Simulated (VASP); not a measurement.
```yaml
crystal:
  lattice:
    - [2.92961, 0.00000, 0.00000]
    - [0.00000, 2.92961, 0.00000]
    - [0.00000, 0.00000, 2.92961]
  atoms:
    - { symbol: Ti, position: [0.00000, 0.00000, 0.00000] }
    - { symbol: Co, position: [0.50000, 0.50000, 0.50000] }
```

Method: PBEsol GGA, VASP's PBE PAW potentials (set 64) (plane waves; VASP 6.6.1). Run with 500 eV cut-off, 12×12×12 Γ-centred mesh, first-order Methfessel-Paxton smearing of 0.10 eV, potentials Ti_sv Co.

Estimate the energy per atom (σ→0), band gap (on the k-mesh) with the smallest direct gap where there is one.

```yaml
band gap (on the k-mesh): none (metal, semimetal or under 0.01 eV)
energy per atom (σ→0): -8.444 eV/atom
```

Total energies compare only between runs with the same potentials, cut-off and functional.

The compound is TiCo in the CsCl type structure. It was relaxed first, which changed the volume by -6 %. The run is not spin-polarised, so no magnetic state was tried. The electron count is odd and the run is not spin-polarised, which forces a metal.
